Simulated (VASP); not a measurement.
All values below come from PBE GGA, VASP's PBE PAW potentials (set 64) (plane waves; VASP 6.6.1).

The input files of a VASP run:

INCAR:
```
LMAXMIX  =  4   ! l cut-off of mixed one-centre charges
LCHARG  =  F
PREC  =  Accurate
LWAVE  =  F
GGA  =  PE   ! PBE
SYSTEM  =  ZnInGaO4
SIGMA  =  0.1   ! width (eV)
LASPH  =  T   ! aspherical one-centre terms
ISIF  =  2   ! forces and stress, cell fixed
EDIFF  =  1E-6   ! SCF stop (eV)
NELM  =  100
ENCUT  =  400   ! plane-wave cut-off (eV)
ISMEAR  =  -1   ! Fermi-Dirac
ALGO  =  Normal   ! blocked Davidson
LREAL  =  F   ! projection in real space or not
```

File POSCAR:
```
ZnInGaO4
1
    1.6120790000     0.9307350000     8.5031650000
   -1.6120790000     0.9307350000     8.5031650000
    0.0000000000    -1.8614680000     8.5031650000
In Ga Zn O
1 1 1 4
Direct
  0.0000000000   0.0000000000   0.0000000000
  0.7829000000   0.7829000000   0.7829000000
  0.2171000000   0.2171000000   0.2171000000
  0.8718000000   0.8718000000   0.8718000000
  0.1282000000   0.1282000000   0.1282000000
  0.7072000000   0.7072000000   0.7072000000
  0.2928000000   0.2928000000   0.2928000000
```

KPOINTS:
```
Automatic mesh
0
Gamma
6 6 6
0 0 0
```

POTCAR, in this order: In_d Ga_d Zn O (PBE.64 set). Program: vasp_std.

What will the output report for the number of irreducible k-points (NKPTS), largest plane-wave count, number of space-group operations, FFT grid (NGX, NGY, NGZ)?

```yaml
number of irreducible k-points (NKPTS): 32
largest_plane_wave_count: 1404
number_of_space_group_operations: 6
FFT grid (NGX, NGY, NGZ): 60 × 60 × 60
```

The structure was generated: ZnInGaO4 was put into an ordered model structure, which need not be its known phase. The cell was not relaxed at this level. The k-mesh is coarse (spacing up to 0.38 per Å, 2π included), so the numbers may not be converged in it.
